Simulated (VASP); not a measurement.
These are PBE GGA, VASP's PBE PAW potentials (set 64) (plane waves; VASP) values and carry that method's errors.

VASP input:

POSCAR:
```
KCl
1.0
  0.0000000000   3.1910210739   3.1910210739
  3.1910210739   0.0000000000   3.1910210739
  3.1910210739   3.1910210739   0.0000000000
K Cl
1 1
Cart
  0.0000000000   0.0000000000   0.0000000000
  3.1910210739   3.1910210739   3.1910210739
```

**INCAR**
```
# general
SYSTEM = KCl
PREC   = Accurate
ENCUT  = 520
LREAL  = .FALSE.   # projection in real space or not
LASPH  = .TRUE.   # aspherical one-centre terms
ICHARG = 11   # fixed density

# electronic loop
EDIFF  = 1E-7
NELM   = 100
ALGO   = Normal

# smearing
ISMEAR = 0   # Gaussian
SIGMA  = 0.05

# functional
GGA    = PE   # PBE

# output
LWAVE  = .FALSE.
LCHARG = .FALSE.
LORBIT = 11
```

KPOINTS:
```
k-points along high-symmetry lines
15
Line-mode
Reciprocal
  0.000000   0.000000   0.000000 ! GAMMA
  0.500000   0.000000   0.500000 ! X

  0.500000   0.000000   0.500000 ! X
  0.625000   0.250000   0.625000 ! U

  0.375000   0.375000   0.750000 ! K
  0.000000   0.000000   0.000000 ! GAMMA

  0.000000   0.000000   0.000000 ! GAMMA
  0.500000   0.500000   0.500000 ! L

  0.500000   0.500000   0.500000 ! L
  0.500000   0.250000   0.750000 ! W

  0.500000   0.250000   0.750000 ! W
  0.500000   0.000000   0.500000 ! X
```

POTCAR, in this order: K_sv Cl (PBE.64 set). Program: vasp_std. Read from the step before: CHGCAR.

Output

File OSZICAR:
```
       N       E                     dE             d eps       ncg     rms          rms(c)
DAV:   1     0.104411858427E+03    0.10441E+03   -0.72530E+03  2160   0.118E+03
DAV:   2     0.603673523349E+00   -0.10381E+03   -0.95772E+02  2744   0.272E+02
DAV:   3    -0.622086640233E+01   -0.68245E+01   -0.67711E+01  2816   0.641E+01
DAV:   4    -0.647494705868E+01   -0.25408E+00   -0.25374E+00  3708   0.112E+01
DAV:   5    -0.647736819433E+01   -0.24211E-02   -0.24209E-02  2816   0.105E+00
DAV:   6    -0.647742857143E+01   -0.60377E-04   -0.60376E-04  3268   0.131E-01
DAV:   7    -0.647742925581E+01   -0.68438E-06   -0.68439E-06  2992   0.165E-02
DAV:   8    -0.647742927265E+01   -0.16837E-07   -0.16847E-07  2712   0.236E-03
   1 F= -.64774293E+01 E0= -.64774293E+01  d E =-.383097E-11
```

File OUTCAR:
```
 val. band max:       -2.0044314294   @ k =   0.0000   0.0000   0.0000

 cond. band min:       3.0402829200   @ k =   0.0000   0.0000   0.0000



 k-point     1 :       0.0000    0.0000    0.0000
  band No.  band energies     occupation
      1     -29.3075      2.00000
      2     -14.0764      2.00000
      3     -12.7673      2.00000
      4     -12.7673      2.00000
      5     -12.7673      2.00000
      6      -2.0044      2.00000
      7      -2.0044      2.00000
      8      -2.0044      2.00000
      9       3.0403      0.00000
     10       6.3491      0.00000
     11       6.3491      0.00000
     12       6.3491      0.00000

 k-point     2 :       0.0357    0.0000    0.0357
  band No.  band energies     occupation
      1     -29.3073      2.00000
      2     -14.0796      2.00000
      3     -12.7679      2.00000
      4     -12.7679      2.00000
      5     -12.7624      2.00000
      6      -2.0286      2.00000
      7      -2.0079      2.00000
      8      -2.0079      2.00000
      9       3.0815      0.00000
     10       6.3105      0.00000
     11       6.3809      0.00000
     12       6.3809      0.00000

 k-point     3 :       0.0714    0.0000    0.0714
  band No.  band energies     occupation
      1     -29.3069      2.00000
      2     -14.0885      2.00000
      3     -12.7696      2.00000
      4     -12.7696      2.00000
      5     -12.7490      2.00000
      6      -2.0963      2.00000
      7      -2.0182      2.00000
      8      -2.0182      2.00000
      9       3.1999      0.00000
     10       6.2023      0.00000
     11       6.4756      0.00000
     12       6.4756      0.00000

 k-point     4 :       0.1071    0.0000    0.1071
  band No.  band energies     occupation
      1     -29.3062      2.00000
      2     -14.1005      2.00000
      3     -12.7724      2.00000
      4     -12.7724      2.00000
      5     -12.7305      2.00000
      6      -2.1944      2.00000
      7      -2.0343      2.00000
...
```

The density is held fixed in this step, so its total energy and stress have no physical meaning.

The compound is KCl in the rock salt structure. It was relaxed first.
